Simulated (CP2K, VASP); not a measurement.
An input for CP2K (LDA (Pade form), GPW, DZVP-MOLOPT-SR-GTH basis, GTH-PADE potentials (GTH_POTENTIALS)):

```
&GLOBAL
  PROJECT cac2
  RUN_TYPE ENERGY_FORCE
  PRINT_LEVEL LOW
&END GLOBAL
&FORCE_EVAL
  METHOD Quickstep
  STRESS_TENSOR ANALYTICAL
  &DFT
    BASIS_SET_FILE_NAME BASIS_MOLOPT
    POTENTIAL_FILE_NAME GTH_POTENTIALS
    &QS
      METHOD GPW
      EPS_DEFAULT 1E-11
    &END QS
    &MGRID
      CUTOFF 500
      REL_CUTOFF 40
      NGRIDS 5
    &END MGRID
    &SCF
      SCF_GUESS ATOMIC
      EPS_SCF 1E-6
      MAX_SCF 100
      ADDED_MOS 7
      &DIAGONALIZATION
        ALGORITHM STANDARD
      &END DIAGONALIZATION
      &MIXING
        METHOD BROYDEN_MIXING
        ALPHA 0.3
        NBUFFER 8
      &END MIXING
    &END SCF
    &KPOINTS
      SCHEME MACDONALD 7 6 3 0 0.08333333333 0
    &END KPOINTS
    &XC
      &XC_FUNCTIONAL PADE
      &END XC_FUNCTIONAL
    &END XC
    &PRINT
      &MO
        EIGENVALUES T
        OCCUPATION_NUMBERS T
        NDIGITS 8
        FILENAME mo
        &EACH
          QS_SCF 0
        &END EACH
        ADD_LAST NUMERIC
      &END MO
      &MULLIKEN OFF
      &END MULLIKEN
    &END PRINT
  &END DFT
  &SUBSYS
    &CELL
      ABC 3.87624600 3.99351425 7.30143398
      ALPHA_BETA_GAMMA 81.46880161 86.76690358 62.40871479
      PERIODIC XYZ
    &END CELL
    &COORD
      Ca       2.99790337     4.22837980     5.43278298
      Ca       3.13977163     0.31791220     1.78715002
      C        1.27510542     1.47812202     0.43435117
      C        4.86256958     3.06816998     6.78558183
      C        3.08930867     2.68237118     3.13316212
      C        3.04836633     1.86392082     4.08677088
    &END COORD
    &KIND Ca
      BASIS_SET DZVP-MOLOPT-SR-GTH
      POTENTIAL GTH-PADE-q10
    &END KIND
    &KIND C
      BASIS_SET DZVP-MOLOPT-SR-GTH
      POTENTIAL GTH-PADE-q4
    &END KIND
  &END SUBSYS
  &PRINT
    &FORCES ON
    &END FORCES
    &STRESS_TENSOR ON
    &END STRESS_TENSOR
  &END PRINT
&END FORCE_EVAL
```

Task: Write the VASP files for the same calculation.

Result: One set of files that does it:

INCAR:
```
# general
SYSTEM=CaC2
PREC  =Accurate
ENCUT =400
LREAL =F   # projection in real space or not
LASPH =T   # aspherical one-centre terms

# electronic loop
EDIFF =1E-6
NELM  =100
ALGO  =Normal   # blocked Davidson

# smearing
ISMEAR=0   # Gaussian
SIGMA =0.01

# ions
ISIF  =2   # forces and stress, cell fixed

# output
LWAVE =F
LCHARG=F
```

File KPOINTS:
```
Automatic mesh
0
Gamma
7 6 3
0 0 0
```

### POSCAR
```
CaC2
1.0
  3.8762460000   0.0000000000   0.0000000000
  1.8496410000   3.5393480000   0.0000000000
  0.4117880000   1.0069440000   7.2199330000
Ca C
2 4
Cart
  2.9979033663   4.2283798005   5.4327829845
  3.1397716337   0.3179121995   1.7871500155
  1.2751054197   1.4781220185   0.4343511693
  4.8625695803   3.0681699815   6.7855818307
  3.0893086747   2.6823711829   3.1331621247
  3.0483663254   1.8639208171   4.0867708753
```

POTCAR, in this order: Ca_sv C (LDA.64 set). Program: vasp_std.

The two runs describe the same crystal, functional and task. Each code takes its own potentials, basis and convergence tests.

Fixed occupations appear in VASP as a very narrow Gaussian smearing.

VASP's LDA is the Perdew-Zunger fit; the other code's may be Perdew-Wang, which differs slightly.

The structure comes from a computed database's CaC2 entry; how it stands against other phases isn't given here. The cell was not relaxed at this level, and it may have been scaled.
